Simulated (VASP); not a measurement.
## Al: relaxation of cell and atoms with PBE+D3(BJ)

Crystal: Al.

```
CELL_PARAMETERS angstrom
0.00000 1.99077 1.99077
1.99077 0.00000 1.99077
1.99077 1.99077 0.00000
ATOMIC_POSITIONS crystal
Al 0.00000 0.00000 0.00000
```

- Program: VASP 6.6.1
- Task: relaxation of cell and atoms
- Functional: PBE
- Dispersion: D3(BJ)
- Potentials or basis: VASP PAW PBE potentials, release 64 (Al)
- Cutoff: 520 eV
- k mesh: 18 × 18 × 18
- Occupations: gaussian, width 0.1 eV
- Spin: no spin polarisation
- Further INCAR settings: ALGO = Normal; EDIFF = 1e-07; IBRION = 2; EDIFFG = -0.002; NSW = 80; ISIF = 3

| Quantity | Value |
| --- | --- |
| Pressure after relaxing | 0.0 GPa |
| Band gap on the k mesh | none (metal or under the smearing width) |
| Dispersion energy per atom | -0.352 eV |

Final structure:
```
Al
1.0
     0.00000    1.99077    1.99077
     1.99077    0.00000    1.99077
     1.99077    1.99077    0.00000
Al
1
Direct
  0.00000 0.00000 0.00000
```

Levels at points of the mesh, in eV from the Fermi level:
| k point | band 1 | band 2 | band 3 | band 4 | band 5 |
| --- | --- | --- | --- | --- | --- |
| (0.00, 0.00, 0.00) | -11.44 | 12.87 | 12.87 | 12.87 | 14.71 |
| (0.50, 0.00, 0.00) | -4.77 | -4.44 | 11.67 | 11.67 | 11.90 |
| (0.50, 0.50, 0.00) | -3.03 | -1.61 | 5.27 | 5.81 | 5.81 |

It took 12 s on 1 thread of AMD EPYC 7R13 Processor (Zen 3), with other jobs on the host, peak memory 0.12 GiB.

Caveat: the relaxation stopped at its first step, so nothing moved; pairwise dispersion overbinds metals, which lowers pressure and volume.
